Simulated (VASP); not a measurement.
Computed with r2SCAN meta-GGA, VASP's PBE PAW potentials (set 64) (plane waves; VASP).

VASP ran on this input.

KPOINTS_OPT:
```
k-points along high-symmetry lines
6
Line-mode
Reciprocal
  0.000000   0.000000   0.000000 ! GAMMA
  0.500000   0.000000   0.000000 ! M

  0.500000   0.000000   0.000000 ! M
  0.333333   0.333333   0.000000 ! K

  0.333333   0.333333   0.000000 ! K
  0.000000   0.000000   0.000000 ! GAMMA

  0.000000   0.000000   0.000000 ! GAMMA
  0.000000   0.000000   0.500000 ! A

  0.000000   0.000000   0.500000 ! A
  0.500000   0.000000   0.500000 ! L

  0.500000   0.000000   0.500000 ! L
  0.333333   0.333333   0.500000 ! H

  0.333333   0.333333   0.500000 ! H
  0.000000   0.000000   0.500000 ! A

  0.500000   0.000000   0.500000 ! L
  0.500000   0.000000   0.000000 ! M

  0.333333   0.333333   0.500000 ! H
  0.333333   0.333333   0.000000 ! K
```

INCAR:
```
ISIF=2   ! forces and stress, cell fixed
METAGGA=R2SCAN
SYSTEM=TiTe2
ISMEAR=-5   ! tetrahedra, Bloechl
LORBIT=11
NEDOS=601   ! DOS grid
EDIFF=1E-7
PREC=Accurate
NELM=100
LASPH=.TRUE.
LMAXMIX=4
ENCUT=400   ! plane-wave cut-off (eV)
LWAVE=.FALSE.
LCHARG=.FALSE.
LREAL=.FALSE.   ! projection in real space or not
LMIXTAU=.TRUE.
ALGO=Normal   ! blocked Davidson
```

KPOINTS:
```
Automatic
0
gamma
 10 10 5
0 0 0
```

**POSCAR**
```
TiTe2
13.4116020
  0.2845852505   0.0000000012   0.0000000000
 -0.1422926607   0.2464580576   0.0000000000
  0.0000000000   0.0000000000   0.4999999999
Ti Te
1 2
Cart
 -0.1422926607   0.2464580576   0.0000000000
 -0.0000001659   0.1643054543   0.1255465610
  0.1422927557   0.0821526045   0.3744534389
```

POTCAR, in this order: Ti_sv Te (PBE.64 set). Program: vasp_std.

What VASP printed:

File OSZICAR:
```
       N       E                     dE             d eps       ncg     rms          rms(c)
DAV:   1     0.104016417023E+03    0.10402E+03   -0.98075E+03  1864   0.117E+03
DAV:   2    -0.590900191375E+02   -0.16311E+03   -0.16201E+03  2136   0.310E+02
DAV:   3    -0.729465506409E+02   -0.13857E+02   -0.13774E+02  3120   0.854E+01
DAV:   4    -0.732851232889E+02   -0.33857E+00   -0.33830E+00  2320   0.138E+01
DAV:   5    -0.733009205139E+02   -0.15797E-01   -0.15795E-01  2992   0.250E+00    0.126E+01
DAV:   6    -0.698379924159E+02    0.34629E+01   -0.46226E+01  2424   0.545E+01    0.122E+01
DAV:   7    -0.674638223721E+02    0.23742E+01   -0.31248E+01  2576   0.318E+01    0.563E+00
DAV:   8    -0.655603425921E+02    0.19035E+01   -0.30232E+00  2048   0.120E+01    0.190E+00
DAV:   9    -0.661618662839E+02   -0.60152E+00   -0.11867E+00  2176   0.722E+00    0.234E+00
DAV:  10    -0.659752923998E+02    0.18657E+00   -0.46859E-01  1856   0.485E+00    0.107E+00
DAV:  11    -0.662791222900E+02   -0.30383E+00   -0.33385E-01  1856   0.470E+00    0.486E-01
DAV:  12    -0.662816986318E+02   -0.25763E-02   -0.12410E-02  2104   0.108E+00    0.196E-01
DAV:  13    -0.662837777745E+02   -0.20791E-02   -0.24805E-03  2264   0.447E-01    0.112E-01
DAV:  14    -0.662827620224E+02    0.10158E-02   -0.52246E-04  1944   0.232E-01    0.628E-02
DAV:  15    -0.662840579817E+02   -0.12960E-02   -0.12946E-03  1928   0.353E-01    0.170E-02
DAV:  16    -0.662840845170E+02   -0.26535E-04   -0.13466E-04  2032   0.130E-01    0.112E-02
DAV:  17    -0.662841119139E+02   -0.27397E-04   -0.18842E-05  2608   0.463E-02    0.344E-03
DAV:  18    -0.662841155142E+02   -0.36003E-05   -0.41540E-06  2032   0.181E-02    0.195E-03
DAV:  19    -0.662841197707E+02   -0.42565E-05   -0.25597E-06  2288   0.160E-02    0.235E-03
DAV:  20    -0.662841174231E+02    0.23476E-05   -0.40788E-07  1624   0.813E-03    0.121E-03
DAV:  21    -0.662841170218E+02    0.40126E-06   -0.36992E-08  1104   0.186E-03    0.977E-04
DAV:  22    -0.662841159097E+02    0.11121E-05   -0.26241E-08  1064   0.139E-03    0.490E-04
DAV:  23    -0.662841156338E+02    0.27596E-06   -0.13240E-08  1000   0.108E-03    0.402E-04
DAV:  24    -0.662841155176E+02    0.11615E-06   -0.31117E-09  1056   0.435E-04    0.334E-04
DAV:  25    -0.662841155744E+02   -0.56804E-07   -0.12121E-09   984   0.272E-04
   1 F= -.66284116E+02 E0= -.66284116E+02  d E =0.000000E+00
       N       E                     dE             ncg
```

### OUTCAR
```
------------------------ aborting loop because EDIFF is reached ----------------------------------------
  FORCE on cell =-STRESS in cart. coord.  units (eV):
  Direction    XX          YY          ZZ          XY          YZ          ZX
  --------------------------------------------------------------------------------------
  Total        0.0762085      0.0762085      0.2412294     -0.0000000      0.0000000     -0.0000000
  in kB        1.4432667      1.4432667      4.5684972     -0.0000002      0.0000000     -0.0000000
  external PRESSURE =       2.4850102 kB  Pullay stress =       0.0000000 kB
  volume of cell :       84.60
      direct lattice vectors                 reciprocal lattice vectors
     3.816744115  0.000000016  0.000000000     0.262003416  0.151267780  0.000000000
    -1.908372533  3.305397378  0.000000000    -0.000000001  0.302535485  0.000000000
     0.000000000  0.000000000  6.705800999     0.000000000  0.000000000  0.149124616
 POSITION                                       TOTAL-FORCE (eV/Angst)
 -----------------------------------------------------------------------------------
      0.00000      0.00000      0.00000         0.000000      0.000000      0.000000
     -0.00000      2.20360      1.68378         0.000000     -0.000000      0.015238
      1.90837      1.10180      5.02202        -0.000000      0.000000     -0.015238
 -----------------------------------------------------------------------------------
    total drift:                                0.000000      0.000000      0.000000
  FREE ENERGIE OF THE ION-ELECTRON SYSTEM (eV)
  ---------------------------------------------------
  free  energy   TOTEN  =       -66.2841155744 eV

  energy  without entropy=      -66.2841155744  energy(sigma->0) =      -66.28411557

 total charge

# of ion       s       p       d       tot
------------------------------------------
    1        2.164   6.129   1.802  10.096
    2        1.386   2.056   0.035   3.477
    3        1.386   2.056   0.035   3.477
--------------------------------------------------
tot          4.936  10.242   1.873  17.050
```
(Selected blocks of OUTCAR.)

For a metal the tetrahedron method with Blöchl corrections gives inexact stress and forces.

The structure was generated: TiTe2 was put into the CdI2 type (P-3m1), which need not be its known phase. It was relaxed first.
